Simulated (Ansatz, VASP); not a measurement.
**Y2CO2 in two plane-wave programs**

Aim: how closely do two programs agree when they are given the same cell, functional and k mesh? Of the first pair: The structure shown is the start of the Ansatz relaxation below; VASP solves that cell, so the two are compared at the walk's first step.

Main program and level: Ansatz 0.2.0; plane waves, with VASP 6.6.1 beside it; single point at PBEsol.

### 1. The structure

The cell holds 5 atoms: 1 C, 2 Y and 2 O. Its edges and angles: a = 3.600 Å, b = 3.600 Å, c = 32.600 Å, α = 90.0°, β = 90.0°, γ = 120.0°. Vacuum lies along c. The height across the vacuum is the one that the program set for its solve, not the one typed.

Structure file:

```cif
data_structure
_symmetry_space_group_name_H-M 'P 1'
_symmetry_Int_Tables_number 1
_cell_length_a 3.6000
_cell_length_b 3.6000
_cell_length_c 32.6000
_cell_angle_alpha 90.000
_cell_angle_beta 90.000
_cell_angle_gamma 120.000
_cell_volume 365.89
loop_
_atom_site_label
_atom_site_type_symbol
_atom_site_fract_x
_atom_site_fract_y
_atom_site_fract_z
_atom_site_occupancy
C1 C 0.00000 0.00000 0.30675 1
Y2 Y 0.33333 0.66667 0.34356 1
Y3 Y 0.66667 0.33333 0.26994 1
O4 O 0.66667 0.33333 0.37423 1
O5 O 0.33333 0.66667 0.23926 1
```

### 2. Ansatz: relaxation, PBEsol

Ansatz runs on its default PAW (the set named soft_2) files.

The two programs are compared at the cell with which this relaxation starts, whose forces are those of its first step.

Contents of input.yaml:

```yaml
crystal:
  lattice:
    - [3.6, 0.0, 0.0]
    - [-1.8, 3.11769, 0.0]
    - [0.0, 0.0, 20.0]
  atoms:
    - { symbol: C, position: [0.0, 0.0, 0.5] }
    - { symbol: "Y", position: [0.333333, 0.666667, 0.56] }
    - { symbol: "Y", position: [0.666667, 0.333333, 0.44] }
    - { symbol: O, position: [0.666667, 0.333333, 0.61] }
    - { symbol: O, position: [0.333333, 0.666667, 0.39] }
  periodic: [true, true, false]
kpoints:
  mp_grid: { grid: [6, 6, 1] }
hamiltonian:
  xc: pbesol
scf:
  occupations: { method: gaussian, width: 0.1 }
output:
  forces: true
  stress: true
  eigenvalues: true
relax:
  adjacent_minimum: "off"
  f_tol: 0.05
  max_steps: 80
  cell: { stress_2d_tol: 0.02 }
```

Command:

```sh
ansatz run input.yaml --threads 8 --pin off --max-ram 14336MiB --backend cpu --events-out ev --progress --plain --runs-dir out
```

Numbers of over 12 decimals in the logs are rounded to 6 here.

The log of the run:

```text
Warning: crystal.periodic: the lattice vector that does not repeat stood 0.000° off the slab's normal, 20.000 Å along it as the deck builds it. The run solves the slab on a vector along the normal, 32.600 Å long, with every atom where it was (on the deck's vector they left 15.60 Å outside them, and the widest stretch free of ions among them is 1.20 Å). A fractional position that the run reports is one of the run's ce [...]
[...]
basis re-selected at this cell: Δ(F+E_penalty+E_count) = +7.313e-3 eV, ΔP = -0.159 N/m vs the last step (what re-selecting the basis moved, of the pressure what is left beyond the Pulay correction that the steps carried, after the strain that the cell walked since its last selection, with what the two solves' SCF thresholds leave and, on support functions, any second-order correction that the steps lacked; it is no measure of the basis error at this ecutwfc). The dense FFT grid was sized anew with the basis: this SCF ran on 24×24×225 points, the steps before it on 25×25×225, so part of this shift can come from that change (see relax.cell in the input reference). [rest of the remark cut]
Crystal: 5 atoms, lattice volume = 345.478 Å³
iter 1 solved again at ethr=9.09e-7 eV; its pass at ethr=3.10e-3 eV (dr2=3.46e-4 eV) is discarded
SCF iter   1: F=—  HF=-8962.013232 eV  |F-HF|=—  |Δ(HF+E_count)|=         —  Δρ=2.51e-4  dr2=3.45e-4  ethr=9.09e-7  ⟨swp⟩=2.9  Hψ=1093  notcnv=0
preconditioner: auto → LDOS  [insulator: Δε(μ)=0.138 eV  Ē_g=14.723 eV  σ=0.100 eV  W_gap=0.53  n_scr=18 (ndim 8)  ℏωp=11.6 eV  f_vac=0.751  D(μ)=5.13/eV (n_scr^D=16)  ε∞_Penn≈1.6  β→1.0]
SCF iter   2: F=—  HF=-8962.013161 eV  |F-HF|=—  |Δ(HF+E_count)|=   7.15e-5  Δρ=1.42e-4  dr2=3.82e-5  ethr=9.09e-7  ⟨swp⟩=3.1  Hψ=271  notcnv=0
SCF iter   3: F=—  HF=-8962.013152 eV  |F-HF|=—  |Δ(HF+E_count)|=   8.64e-6  Δρ=5.09e-5  dr2=2.50e-5  ethr=1.01e-7  ⟨swp⟩=2.9  Hψ=279  notcnv=0
SCF iter   4: F=—  HF=-8962.013144 eV  |F-HF|=—  |Δ(HF+E_count)|=   7.88e-6  Δρ=3.57e-5  dr2=1.17e-5  ethr=6.58e-8  ⟨swp⟩=1.3  Hψ=185  notcnv=0
SCF iter   5: F=—  HF=-8962.013144 eV  |F-HF|=—  |Δ(HF+E_count)|=   8.20e-7  Δρ=1.31e-5  dr2=1.46e-6  ethr=3.07e-8  ⟨swp⟩=2.1  Hψ=228  notcnv=0
SCF iter   6: F=—  HF=-8962.013144 eV  |F-HF|=—  |Δ(HF+E_count)|=   1.41e-7  Δρ=8.75e-6  dr2=3.22e-7  ethr=3.85e-9  ⟨swp⟩=2.9  Hψ=313  notcnv=0
SCF iter   7: F=—  HF=-8962.013144 eV  |F-HF|=—  |Δ(HF+E_count)|=   3.13e-7  Δρ=3.06e-6  dr2=5.67e-8  ethr=8.46e-10  ⟨swp⟩=2.4  Hψ=236  notcnv=0
SCF iter   8: F=-8962.013144 eV  HF=-8962.013144 eV  |F-HF|=2.53e-8  |Δ(HF+E_count)|=   1.01e-7  Δρ=9.12e-7  dr2=2.48e-9  ethr=8.07e-11  ⟨swp⟩=9.3  Hψ=891  notcnv=0
SCF 10 converged in 8 iterations: F = -8962.013144 eV  dr2 = 2.48e-9
relax step  10: F+E_penalty+E_count = -8962.01314416 eV  Δ(F+E_penalty+E_count) = -3.479e-4 eV  max|allowed force component| = 2.238e-4 eV/Å  Δτ_max = 0.0028 Å  P = -0.003 N/m  Ω = 345.478 Å³  energy of the carried Pulay correction = +2.683e-4 eV  fix = [c, alpha, beta]  reactions: c -0.000 N/m  (8 SCF iters, dr2 threshold 3.07e-8 eV, accepted)
iter 1 solved again at ethr=1.78e-7 eV; its pass at ethr=3.10e-3 eV (dr2=6.78e-5 eV) is discarded
SCF iter   1: F=—  HF=-8962.012889 eV  |F-HF|=—  |Δ(HF+E_count)|=         —  Δρ=5.29e-6  dr2=1.49e-8  ethr=1.78e-7  ⟨swp⟩=5.3  Hψ=1835  notcnv=0
eigensolver tolerance schedule: the retry pair's looser diagonalisation over-reported the residual by 4557.78 of it (diagonalisation noise at 0.36 of the residual, at the tolerance the schedule requests for it); recorded, not acted on — ethr = c·dr2/N_el stays at c = 1.0e-1
preconditioner: auto → LDOS  [insulator: Δε(μ)=0.138 eV  Ē_g=14.722 eV  σ=0.100 eV  W_gap=0.53  n_scr=18 (ndim 8)  ℏωp=11.6 eV  f_vac=0.751  D(μ)=5.15/eV (n_scr^D=16)  ε∞_Penn≈1.6  β→1.0]
SCF iter   2: F=—  HF=-8962.012847 eV  |F-HF|=—  |Δ(HF+E_count)|=   4.21e-5  Δρ=1.50e-6  dr2=6.89e-9  ethr=3.91e-11  ⟨swp⟩=5.1  Hψ=611  notcnv=0
SCF iter   3: F=—  HF=-8962.012847 eV  |F-HF|=—  |Δ(HF+E_count)|=   1.00e-8  Δρ=7.42e-7  dr2=1.93e-9  ethr=1.81e-11  ⟨swp⟩=2.7  Hψ=313  notcnv=0
SCF iter   4: F=—  HF=-8962.012847 eV  |F-HF|=—  |Δ(HF+E_count)|=   7.31e-9  Δρ=4.20e-7  dr2=1.38e-9  ethr=5.07e-12  ⟨swp⟩=3.0  Hψ=354  notcnv=0
SCF iter   5: F=—  HF=-8962.012847 eV  |F-HF|=—  |Δ(HF+E_count)|=   5.03e-9  Δρ=3.61e-7  dr2=6.28e-10  ethr=3.63e-12  ⟨swp⟩=2.4  Hψ=268  notcnv=0
SCF iter   6: F=—  HF=-8962.012847 eV  |F-HF|=—  |Δ(HF+E_count)|=   2.69e-9  Δρ=1.36e-7  dr2=1.52e-10  ethr=1.65e-12  ⟨swp⟩=3.0  Hψ=276  notcnv=0
SCF iter   7: F=—  HF=-8962.012847 eV  |F-HF|=—  |Δ(HF+E_count)|=  7.28e-12  Δρ=4.24e-8  dr2=1.43e-11  ethr=1.00e-12  ⟨swp⟩=2.1  Hψ=186  notcnv=0
SCF iter   8: F=-8962.012847 eV  HF=-8962.012847 eV  |F-HF|=1.09e-11  |Δ(HF+E_count)|=  1.06e-10  Δρ=1.50e-8  dr2=7.02e-13  ethr=1.00e-12  ⟨swp⟩=11.4  Hψ=1197  notcnv=0
SCF 11 converged in 8 iterations: F = -8962.012847 eV  dr2 = 7.02e-13
relax step  11: F+E_penalty+E_count = -8962.01284671 eV  Δ(F+E_penalty+E_count) = +2.974e-4 eV  max|allowed force component| = 2.157e-4 eV/Å  Δτ_max = 0.0000 Å  P = -0.006 N/m  Ω = 345.478 Å³  fix = [c, alpha, beta]  reactions: c -0.000 N/m  stress off target by 5.94e-3 N/m on what of the cell is left free  SCF on the basis re-selected at this cell (its energy is not comparable with the rows above)  (8 SCF iters)
basis re-selected at this cell: Δ(F+E_penalty+E_count) = +2.974e-4 eV, ΔP = -0.003 N/m vs the last step (what re-selecting the basis moved, of the pressure what is left beyond the Pulay correction that the steps carried, after the strain that the cell walked since its last selection, with what the two solves' SCF thresholds leave and, on support functions, any second-order correction that the steps lacked; it is no m [...]
SCF converged after 8 iterations
Free energy (F): -8962.012847 eV
Harris-Foulkes:  -8962.012847 eV  (|F-HF|=1.09e-11)
Internal energy: -8961.987113 eV  (E = F + TS)
E sigma→0 (E₀):  -8961.999980 eV
Entropy (-TS):   -0.025734 eV (-5.147 meV/atom)
Fermi energy:    -5.763702 eV
--- Per-component energies (eV) ---
  E_band       = -741.435804
  E_kinetic    = 1045.659089
  E_local      = -74470.100284  (includes V_loc(G=0)·N_el)
  E_nonlocal   = 226.730163
  E_hartree    = 36642.855200
  E_xc         = -537.660079
  E_vxc        = -643.642209  (∫ρ·V_xc dr)
  E_paw        = -5945.652448  (= ΣΔE_a)
  E_vpaw       = -185.797830  (= ΣTr[D̂ρ^β])
  E_aug_tail   = 0.004888  (compensation charges beyond the density's cutoff)
  E_ewald      = 34075.787136
  E_core_change = 0.389222  (= ΣΔE_core)
  E_smearing   = -0.025734  (= −TS)
  E_closure    = 0.000000  (closes the sum)
  Σ components = -8962.012847   (vs F -8962.012847, Δ=0.00e0)
--- Forces (eV/Å), atoms counted from 1 ---
  atom   1  C      0.00000000     0.00000000     0.00000000
  atom   2  Y     -0.00000000    -0.00000000     0.00021571
  atom   3  Y     -0.00000000     0.00000000    -0.00021571
  atom   4  O      0.00000000     0.00000000     0.00000426
  atom   5  O      0.00000000    -0.00000000    -0.00000426
  max |Σ_I F_I| component: 3.70e-17 eV/Å
--- 2D stress c σ (N/m, compression-positive) ---
       -0.005939      -0.000000      -0.000000
       -0.000000      -0.005939       0.000000
       -0.000000       0.000000      -0.000000
  P = ½ c Tr σ = -0.0059 N/m
--- Band table (eV; the first three rows and the last of 7) ---
  k-point 0: bands = ["-46.1305", "-46.1210", "-26.6361", "-26.4881", "-25.9636", "-25.9636", "-25.9574", "-25.9574", "-22.0847", "-22.0258", "-14.3977", "-8.9349", "-8.9349", "-8.8122", "-8.8122", "-8.7943", "-8.2781", "-6.0648", "-4.5801", "-4.5801", "-1.3950 (-1.3950°)", "-1.1082 (-1.1083°)", "-0.8028", "-0.6972"]
  k-point 1: bands = ["-46.1084", "-46.1000", "-26.6486", "-26.6081", "-26.2716", "-26.1727", "-26.0151", "-26.0022", "-21.7790", "-21.7542", "-14.3265", "-9.1883", "-8.8133", "-8.6856", "-8.5855", "-8.4128", "-8.1342", "-5.7517", "-5.6817", "-4.9429", "-1.5200 (-1.5200°)", "-0.8077", "-0.6388", "-0.5381"]
  k-point 2: bands = ["-46.0635", "-46.0581", "-27.1085", "-27.0784", "-26.3251", "-26.2088", "-26.1132", "-26.0928", "-21.3908", "-21.3766", "-14.0110", "-9.1685", "-8.8820", "-8.2185", "-8.1501", "-8.0411", "-7.7713", "-6.8175", "-5.8896", "-5.3808", "-1.6749", "-0.7499", "-0.3429", "0.1472"]
  k-point 6: bands = ["-46.0280", "-46.0280", "-27.2577", "-27.2577", "-26.4946", "-26.4476", "-26.1977", "-26.1977", "-21.0813", "-21.0813", "-13.7117", "-8.3259", "-8.3259", "-8.2342", "-8.1581", "-7.9522", "-7.9522", "-6.5414", "-6.5108", "-6.5108", "-1.7188", "-0.7982", "-0.2373", "-0.2373"]
  ° read free of the cell's end (the report's vacuum.weakly_bound_levels)
--- Relaxed structure (9 steps of the walk, 9 accepted, 2 SCFs on fresh bases) ---
  F+E_penalty+E_count = -8962.01284671 eV   max|allowed force component| = 2.157e-4 eV/Å   (the final SCF, on the basis selected at the relaxed cell)
  cell:  # Å, volume = 345.4780 Å³
    - [3.498131, 0, 0]
    - [-1.749066, 3.029471, 0]
    - [0, 0, 32.6]
  atoms:
    - { symbol: C, position: [0, 0, 0.306748] }
    - { symbol: Y, position: [0.333333, 0.666667, 0.359918] }
    - { symbol: Y, position: [0.666667, 0.333333, 0.253579] }
    - { symbol: O, position: [0.666667, 0.333333, 0.382708] }
    - { symbol: O, position: [0.333333, 0.666667, 0.230789] }
```

### 3. VASP: single point, PBEsol, start cell, pair 1

The same cell, functional, mesh and smearing now go to VASP, with its own data sets.

Lines of VASP's logs that name or quote its potential files are left out, and so is its time.

Contents of INCAR:

```
SYSTEM = Y2CO2
PREC = Accurate
ENCUT = 520
EDIFF = 1E-06
NELM = 120
ISMEAR = 0
SIGMA = 0.1
LREAL = .FALSE.
ALGO = Normal
GGA = PS
NBANDS = 25
LASPH = .TRUE.
LORBIT = 11
LWAVE = .FALSE.
LCHARG = .FALSE.
ISIF = 2
LDIPOL = .TRUE.
IDIPOL = 3
DIPOL = 0.5 0.5 0.307
LVHAR = .TRUE.
GGA_COMPAT = .FALSE.
NELMDL = -8
KPAR = 2
```

Contents of POSCAR:

```
Y2CO2
1.0
    3.5999990000      0.0000000000      0.0000000000
   -1.8000000000      3.1176910000      0.0000000000
    0.0000000000      0.0000000000     32.6000000000
C Y O
1 2 2
Direct
    0.0000000000      0.0000000000      0.3067484663
    0.3333333190      0.6666664528      0.3435582822
    0.6666667984      0.3333332264      0.2699386503
    0.6666667984      0.3333332264      0.3742331288
    0.3333333190      0.6666664528      0.2392638037
```

Contents of KPOINTS:

```
Automatic mesh
0
Gamma
6 6 1
0 0 0
```

PAW data sets: C, Y_sv and O (PBE family, release 64).

Command:

```sh
mpirun -np 2 vasp_std
```

The log of the run:

```text
[banner, memory and clock lines left out]
running    2 mpi-ranks, on    1 nodes
 distrk:  each k-point on    1 cores,    2 groups
 distr:  one band on    1 cores,    1 groups

 POSCAR found type information on POSCAR C Y O
 POSCAR found :  3 types and       5 ions
|                                                                             |
|               ----> ADVICE to this user running VASP <----                  |
|                                                                             |
|     You enforced a specific xc type in the INCAR file but a different       |
|     [... a line on the potential file left out ...]
|     I HOPE YOU KNOW WHAT YOU ARE DOING!                                     |
|                                                                             |

 LDA part: xc-table for (Slater+PW92), standard interpolation
 POSCAR, INCAR and KPOINTS ok, starting setup
 FFT: planning ... GRIDC
 FFT: planning ... GRID_SOFT
 FFT: planning ... GRID
 WAVECAR not read
 entering main loop
       N       E                     dE             d eps       ncg     rms          rms(c)
DAV:   1     0.284455059077E+03    0.28446E+03   -0.17543E+04   446   0.120E+03
DAV:   2    -0.323604480196E+01   -0.28769E+03   -0.28368E+03   523   0.285E+02
DAV:   3    -0.432466941753E+02   -0.40011E+02   -0.39616E+02   492   0.917E+01
DAV:   4    -0.456155751664E+02   -0.23689E+01   -0.23547E+01   586   0.222E+01
DAV:   5    -0.456746118525E+02   -0.59037E-01   -0.59020E-01   516   0.319E+00
DAV:   6    -0.456768248415E+02   -0.22130E-02   -0.22128E-02   580   0.615E-01
DAV:   7    -0.456768706444E+02   -0.45803E-04   -0.45802E-04   516   0.794E-02
DAV:   8    -0.456768720463E+02   -0.14019E-05   -0.14023E-05   540   0.145E-02    0.546E+01
DAV:   9    -0.410554177243E+02    0.46215E+01   -0.28894E+01   408   0.297E+01    0.496E+01
DAV:  10    -0.418126421616E+02   -0.75722E+00   -0.13552E+01   442   0.216E+01    0.202E+01
DAV:  11    -0.413358642856E+02    0.47678E+00   -0.17986E+01   416   0.201E+01    0.106E+01
DAV:  12    -0.403406937703E+02    0.99517E+00   -0.38551E+00   393   0.107E+01    0.158E+00
DAV:  13    -0.403710785249E+02   -0.30385E-01   -0.31770E-01   448   0.305E+00    0.152E+00
DAV:  14    -0.403686101658E+02    0.24684E-02   -0.21696E-02   539   0.679E-01    0.137E+00
[...]
DAV:  23    -0.403633464654E+02   -0.25669E-03   -0.12503E-04   473   0.543E-02    0.883E-03
DAV:  24    -0.403634325614E+02   -0.86096E-04   -0.18188E-05   435   0.226E-02    0.191E-02
DAV:  25    -0.403635031450E+02   -0.70584E-04   -0.14000E-05   360   0.188E-02    0.694E-03
DAV:  26    -0.403635319372E+02   -0.28792E-04   -0.73093E-07   322   0.451E-03    0.598E-03
DAV:  27    -0.403635530287E+02   -0.21091E-04   -0.27259E-06   367   0.769E-03    0.101E-03
DAV:  28    -0.403635567034E+02   -0.36748E-05   -0.11619E-07   339   0.186E-03    0.144E-03
DAV:  29    -0.403635601296E+02   -0.34262E-05   -0.10480E-07   312   0.122E-03    0.578E-04
DAV:  30    -0.403635610083E+02   -0.87873E-06   -0.21083E-08   302   0.676E-04
   1 F= -.40363561E+02 E0= -.40350021E+02  d E =-.270800E-01
```

From OUTCAR (step 3):

```text
ion  position               nearest neighbor table
   1  0.000  0.000  0.307-   3 2.40   2 2.40   2 2.40   3 2.40   3 2.40   2 2.40
   2  0.333  0.667  0.344-   4 2.31   4 2.31   4 2.31   1 2.40   1 2.40   1 2.40   3 3.17   3 3.17
                             3 3.17
   3  0.667  0.333  0.270-   5 2.31   5 2.31   5 2.31   1 2.40   1 2.40   1 2.40   2 3.17   2 3.17
                             2 3.17
   4  0.667  0.333  0.374-   2 2.31   2 2.31   2 2.31
   5  0.333  0.667  0.239-   3 2.31   3 2.31   3 2.31

  LATTYP: Found a hexagonal cell.
 ALAT       =     3.5999990000
 C/A-ratio  =     9.0555580710

 Subroutine GETGRP returns: Found 12 space group operations
 (whereof  6 operations were pure point group operations)

The static configuration has the point symmetry C_3v.
 The point group associated with its full space group is D_3d.

 Found      7 irreducible k-points:

   k-points           NKPTS =      7   k-points in BZ     NKDIM =      7   number of bands    NBANDS=     25

   dimension x,y,z NGX =    28 NGY =   28 NGZ =  250
   dimension x,y,z NGXF=    56 NGYF=   56 NGZF=  500

   ENCUT  =  520.0 eV  38.22 Ry    6.18 a.u.   6.69  6.69 60.61*2*pi/ulx,y,z

   NELECT =      38.0000    total number of electrons

 k-points in reciprocal lattice and weights: Automatic mesh
   0.00000000  0.00000000  0.00000000       0.028
   0.16666667  0.00000000  0.00000000       0.167
   0.33333333  0.00000000  0.00000000       0.167
   0.50000000  0.00000000  0.00000000       0.083
   0.16666667  0.16666667  0.00000000       0.167
   0.33333333  0.16666667  0.00000000       0.333
   0.33333333  0.33333333  0.00000000       0.056

 dipolmoment           0.000000      0.000000      0.000003 electrons x Angstroem

 average (electrostatic) potential at core
       1 -58.2396       2 -42.9045       3 -42.9045       4 -78.7755       5 -78.7755

 E-fermi :  -5.1078

 k-point     1 :       0.0000    0.0000    0.0000
  band No.  band energies     occupation
    ...
     13      -7.8692      2.00000
     14      -7.8692      2.00000
     15      -7.0574      2.00000
     16      -7.0574      2.00000
     17      -6.6647      2.00000
     18      -5.0520      0.42992
     19      -4.7606      0.00000
     20      -4.7606      0.00000
     21      -1.4877      0.00000
     22      -1.4877      0.00000
    ...

 k-point     2 :       0.1667    0.0000    0.0000
  band No.  band energies     occupation
    ...
     15      -7.2305      2.00000
     16      -6.9569      2.00000
     17      -6.5393      2.00000
     18      -5.4612      2.00000
     19      -5.0942      0.84787
     20      -4.7922      0.00001
     21      -1.5740      0.00000
     22      -0.8659      0.00000
     23      -0.2689      0.00000
     24       0.8869      0.00000
    ...

 k-point     3 :       0.3333    0.0000    0.0000
  band No.  band energies     occupation
    ...
     15      -7.0369      2.00000
     16      -6.8127      2.00000
     17      -6.7993      2.00000
     18      -5.3942      1.99995
     19      -5.3397      1.99896
     20      -4.9678      0.04769
     21      -2.0509      0.00000
     22       0.3020      0.00000
     23       0.3086      0.00000
     24       1.3661      0.00000
    ...

  Total        1.2912171      1.2912174      4.3740086     -0.0000002      0.0000000      0.0000000
  in kB        5.6540128      5.6540143     19.1530158     -0.0000009      0.0000000      0.0000000
  external PRESSURE =      10.1536810 kB  Pullay stress =       0.0000000 kB

  energy-cutoff  :      520.00
  volume of cell :      365.89
      direct lattice vectors                 reciprocal lattice vectors
     3.599999000  0.000000000  0.000000000     0.277777855  0.160375143  0.000000000
    -1.800000000  3.117691000  0.000000000     0.000000000  0.320750196  0.000000000
     0.000000000  0.000000000 32.600000000     0.000000000  0.000000000  0.030674847

 POSITION                                       TOTAL-FORCE (eV/Angst)
 -----------------------------------------------------------------------------------
      0.00000      0.00000     10.00000         0.000000      0.000000      0.000000
      0.00000      2.07846     11.20000         0.000000      0.000000      5.383045
      1.80000      1.03923      8.80000        -0.000000     -0.000000     -5.383045
      1.80000      1.03923     12.20000        -0.000000     -0.000000     -1.930614
      0.00000      2.07846      7.80000         0.000000      0.000000      1.930614
 -----------------------------------------------------------------------------------
    total drift:                               -0.001748      0.001748      0.000105

  FREE ENERGIE OF THE ION-ELECTRON SYSTEM (eV)
  ---------------------------------------------------
  free  energy   TOTEN  =       -40.3635610083 eV

  energy  without entropy=      -40.3364810112  energy(sigma->0) =      -40.35002101

 vacuum level on the upper side and lower side of the slab         1.842         1.842

 total charge
# of ion       s       p       d       f       tot
--------------------------------------------------
    1        0.923   1.420   0.000   0.000   2.344
    2        2.216   6.571   1.179   0.112  10.079
    3        2.216   6.571   1.179   0.112  10.079
    4        1.573   3.315   0.000   0.000   4.888
    5        1.573   3.315   0.000   0.000   4.888
--------------------------------------------------
tot          8.502  21.192   2.358   0.225  32.277

[... 3 further parts left out ...]
```

The run ends at a pressure of 1.02 GPa, with forces up to 5.4 eV/Å.

(Part 1 of 2 ends here.)

[Lines on the potential files, build, host, timing and source positions are cut from VASP's logs without a mark.]

[Logs are printed without paths, hosts, clocks, repeated set-up lines and the standing remarks that a program may print on its own settings, such as how far it seeks lower states.]

[Hosts, paths, dates, database ids (printed as entryN), source tags and the programs' standing remarks are cut or masked in the printed files.]
